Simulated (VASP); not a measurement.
Enthalpies of BeTe started in several structure types, each of which keeps its space group, in meV/atom over the zinc blende form. These are PBEsol GGA, VASP's PBE PAW potentials (set 64) (plane waves; VASP 6.6.1) values and carry that method's errors.

```tsv
P (GPa)	zinc blende	CsCl type	NiAs type	rock salt	wurtzite
0	0	1034	424	443	4
5	0	924	328	344	4
10	0	824	241	256	4
20	0	645	89	100	3
30	0	486	-44	-36	2
45	0	274	-219	-217	0
```

**Question.** Which of these forms is stable at each pressure?

**Answer.** The zinc blende form is lowest at zero pressure; NiAs type takes over from zinc blende near 27 GPa (by linear interpolation, static lattice, among these forms alone).

Structures that changed their space group on the way, and pressures that one of them lacks, are left out.
